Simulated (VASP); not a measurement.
Method: PBEsol GGA, VASP's PBE PAW potentials (set 64) (plane waves; VASP).

VASP ran on this input.

File POSCAR:
```
TaGe2
1
    4.9370235736    -0.0000000000     0.0000000000
   -2.4685117868     4.2755874766    -0.0000000000
    0.0000000000    -0.0000000000     6.7403038710
Ta Ge
3 6
Direct
  0.5000000000   1.0000000000   0.0000000000
  0.5000000000   0.5000000000   0.3333330000
  0.0000000000   0.5000000000   0.6666670000
  0.1643021883   0.3286043767   0.0000000000
  0.8356978117   0.1643021883   0.3333330000
  0.6713956233   0.8356978117   0.6666670000
  0.8356978117   0.6713956233   0.0000000000
  0.1643021883   0.8356978117   0.3333330000
  0.3286043767   0.1643021883   0.6666670000
```

KPOINTS:
```
kpoints
0
gamma
  8 8 5
0 0 0
```

INCAR:
```
! general
SYSTEM =TaGe2
PREC   =Accurate
ENCUT  =400   ! plane-wave cut-off (eV)
LREAL  =.FALSE.
LASPH  =.TRUE.

! electronic loop
EDIFF  =1E-7
NELM   =100
ALGO   =Normal
LMAXMIX=6

! smearing
ISMEAR =-5

! functional
GGA    =PS   ! PBEsol

! ions
ISIF   =2   ! forces and stress, cell fixed

! output
LWAVE  =.FALSE.
LCHARG =.TRUE.
LORBIT =11
NEDOS  =601

! other
LEFG   =.TRUE.
```

POTCAR, in this order: Ta_pv Ge_d (PBE.64 set). Program: vasp_std.

For a metal the tetrahedron method with Blöchl corrections gives inexact stress and forces. Unless said otherwise, spin-orbit coupling is left out, though it shifts the bands of the heavy elements here.

Problem. Estimate the energy per atom (σ→0), band gap (on the k-mesh).

Solution. 
```json
{
 "energy per atom (σ→0)": "-7791 meV/atom",
 "band gap (on the k-mesh)": "none (metal, semimetal or under 0.01 eV)"
}
```

OSZICAR:
```
...
DAV:   8    -0.701174427747E+02    0.32308E-01   -0.16540E-01  5088   0.198E+00    0.379E-01
DAV:   9    -0.701150860908E+02    0.23567E-02   -0.23342E-02  5416   0.151E+00    0.197E-01
DAV:  10    -0.701149974086E+02    0.88682E-04   -0.14153E-03  5336   0.261E-01    0.790E-02
DAV:  11    -0.701149892166E+02    0.81920E-05   -0.25715E-04  5200   0.102E-01    0.212E-02
DAV:  12    -0.701149923687E+02   -0.31521E-05   -0.23219E-05  5240   0.306E-02    0.910E-03
DAV:  13    -0.701149909156E+02    0.14531E-05   -0.36675E-06  5360   0.149E-02    0.277E-03
DAV:  14    -0.701149909169E+02   -0.12624E-08   -0.70513E-07  4888   0.552E-03
   1 F= -.70114991E+02 E0= -.70114991E+02  d E =0.000000E+00
```

The structure was generated: TaGe2 was put into the CrSi2 type (P6_222), which need not be its known phase. It was relaxed first. The electron count is odd and the run is not spin-polarised, which forces a metal.
